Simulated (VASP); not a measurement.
Crystal: GeH3C.

```
CELL_PARAMETERS angstrom
3.96954 0.00000 0.00000
-1.98477 3.43772 0.00000
0.00000 0.00000 8.72760
ATOMIC_POSITIONS crystal
Ge 0.33333 0.66667 0.54421
Ge 0.66667 0.33333 0.45579
C 0.33333 0.66667 0.76883
C 0.66667 0.33333 0.23117
H 0.03280 0.51640 0.81254
H 0.48360 0.51640 0.81254
H 0.48360 0.96720 0.81254
H 0.96720 0.48360 0.18746
H 0.51640 0.48360 0.18746
H 0.51640 0.03280 0.18746
```

The cell comes from a database or a generator and needn't be the stable form of this composition.

* Program: VASP 6.6.1
* Task: relaxation of cell and atoms
* Functional: LDA
* Potentials or basis: VASP PAW LDA potentials, release 64 (Ge_d, C, H)
* Cutoff: 600 eV
* k mesh: 7 × 7 × 3
* Occupations: gaussian, width 0.05 eV
* Spin: no spin polarisation

At the start: pressure 0.2 GPa; volume 11.91 Å³/atom.

Question: How do energy, volume and symmetry change on relaxing?

Answer: Over 46 steps the energy falls by 7.9 meV/atom and the volume is 10.69 Å³/atom (-10.3 %); space group P-3m1 (No. 164, to 0.05 Å).

The path:
```
step  energy change (eV)  largest force (eV/Å)  pressure (GPa)  volume (Å³)
   1              0.0000                0.1536            0.21       119.10
   3             -0.0022                0.1261            0.17       119.29
   5             -0.0043                0.0261           -0.30       119.71
   7             -0.0047                0.0348           -0.08       119.45
   9             -0.0047                0.0346           -0.10       119.42
  11             -0.0052                0.0337            0.06       119.22
  13             -0.0067                0.0891            0.04       117.88
  15             -0.0077                0.0774            0.15       117.45
  17             -0.0112                0.0283            0.41       115.54
  19             -0.0128                0.0803            0.84       112.85
  21             -0.0167                0.1453            0.51       111.38
  23             -0.0172                0.2006            0.31       110.72
  25             -0.0272                0.1780            0.30       109.24
  27             -0.0339                0.7221            0.66       102.64
  29             -0.0428                0.5188            0.48       104.51
  31             -0.0488                0.4576            0.51       102.87
  33             -0.0602                0.1751            0.45       103.37
  35             -0.0621                0.2006            0.31       103.67
  37             -0.0704                0.1304            0.80       104.27
  39             -0.0715                0.1026            1.00       104.58
  41             -0.0763                0.0641            0.24       105.84
  43             -0.0777                0.0547            0.12       106.32
  45             -0.0789                0.0339           -0.04       106.87
  46             -0.0790                0.0148           -0.05       106.87
```

Final structure:
```yaml
crystal:
  lattice:
    - [3.96090, 0.00000, 0.00000]
    - [-1.98045, 3.43024, 0.00000]
    - [0.00000, 0.00000, 7.86590]
  atoms:
    - { symbol: Ge, position: [0.33333, 0.66667, 0.55076] }
    - { symbol: Ge, position: [0.66667, 0.33333, 0.44925] }
    - { symbol: C, position: [0.33333, 0.66667, 0.80131] }
    - { symbol: C, position: [0.66667, 0.33333, 0.19869] }
    - { symbol: H, position: [0.03271, 0.51635, 0.85038] }
    - { symbol: H, position: [0.48365, 0.51635, 0.85038] }
    - { symbol: H, position: [0.48365, 0.96729, 0.85038] }
    - { symbol: H, position: [0.96729, 0.48365, 0.14962] }
    - { symbol: H, position: [0.51635, 0.48365, 0.14962] }
    - { symbol: H, position: [0.51635, 0.03270, 0.14962] }
```
